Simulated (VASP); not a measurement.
Consider the following.

```yaml
crystal:
  lattice:
    - [4.16727, 2.08213, 2.08213]
    - [2.08213, 4.16727, 2.08213]
    - [2.08213, 2.08213, 4.16727]
  atoms:
    - { symbol: Ni, position: [0.00000, 0.00000, 0.00000], spin: 2.0 }
    - { symbol: Ni, position: [0.50000, 0.50000, 0.50000], spin: -2.0 }
    - { symbol: O, position: [0.25000, 0.25000, 0.25000] }
    - { symbol: O, position: [0.75000, 0.75000, 0.75000] }
```

All values below come from PBE GGA with D3 dispersion (Becke-Johnson damping), VASP's PBE PAW potentials (set 64) (plane waves; VASP). Numerical set-up: 520 eV cut-off, 8×8×8 Γ-centred mesh, Gaussian smearing of 0.050 eV, potentials Ni O.

What does the run give for the cell moment, energy per atom (σ→0)?

| Item | Result |
|---|---|
| cell moment | 0.00 μB |
| energy per atom (σ→0) | -6.137 eV/atom |

Give the moment on each site (PAW-sphere projection).

```json
[
 {"site": "Ni1", "moment (μB)": "1.34"},
 {"site": "Ni2", "moment (μB)": "-1.34"},
 {"site": "O3", "moment (μB)": "0.00"},
 {"site": "O4", "moment (μB)": "0.00"}
]
```

Total energies compare only between runs with the same potentials, cut-off and functional.

The compound is NiO in the rock salt, AFM-II order structure. It was relaxed first. The start is the result of an earlier pass.
